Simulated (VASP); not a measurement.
An input for Quantum ESPRESSO's pw.x (written as the equivalent of a VASP run, and not itself run):

```
&CONTROL
  calculation = 'vc-relax'
  pseudo_dir = './pseudo'
  outdir = './out'
  tprnfor = .true.
  tstress = .true.
  nstep = 40
  forc_conv_thr = 0.00039
/
&SYSTEM
  ibrav = 0
  nat = 2
  ntyp = 2
  ecutwfc = 88
  occupations = 'smearing'
  smearing = 'gaussian'
  degauss = 0.003675
  input_dft = 'pbe'
/
&ELECTRONS
  conv_thr = 7.3e-09
  electron_maxstep = 100
/
&IONS
/
&CELL
  press = 10
/
ATOMIC_SPECIES
  Be 9.012 Be.upf
  Se 78.971 Se.upf
CELL_PARAMETERS angstrom
    -0.0000000    2.5796792    2.5796792
     2.5796792    0.0000000    2.5796792
     2.5796792    2.5796792    0.0000000
ATOMIC_POSITIONS crystal
  Be   0.0000000  0.0000000  0.0000000
  Se   0.2500000  0.2500000  0.2500000
K_POINTS automatic
  8 8 8 0 0 0
```

Problem. Write the VASP files for the same calculation (PBE).

Solution. This is not unique; one that fits is 
**KPOINTS**
```
Automatic mesh
0
Gamma
8 8 8
0 0 0
```

### INCAR
```
SYSTEM = BeSe
PREC = Accurate
ENCUT = 480
EDIFF = 1E-7
NELM = 100
ALGO = Normal
LREAL = .FALSE.
LASPH = .TRUE.
ISMEAR = 0
SIGMA = 0.05
GGA = PE
LMAXMIX = 4
LWAVE = .FALSE.
LCHARG = .FALSE.
ISIF = 3
IBRION = 2
NSW = 40
EDIFFG = -0.01
PSTRESS = 10
```

POSCAR:
```
BeSe
1
   -0.0000000000     2.5796791819     2.5796791819
    2.5796791819     0.0000000000     2.5796791819
    2.5796791819     2.5796791819     0.0000000000
Be Se
1 1
Direct
  0.0000000000   0.0000000000   0.0000000000
  0.2500000000   0.2500000000   0.2500000000
```

POTCAR, in this order: Be Se (PBE.64 set). Program: vasp_std.

The two are equivalent in intent, not identical: the potentials are each code's own (VASP's PAW set, PseudoDojo norm-conserving files in pw.x), so ENCUT and ecutwfc are chosen apart and not converted; conv_thr bounds pw.x's estimated SCF error, while EDIFF bounds the energy change between steps; forc_conv_thr acts on force components and is met together with etot_conv_thr.

The compound is BeSe in the zinc blende structure. It was relaxed first under an external pressure of 1 GPa.
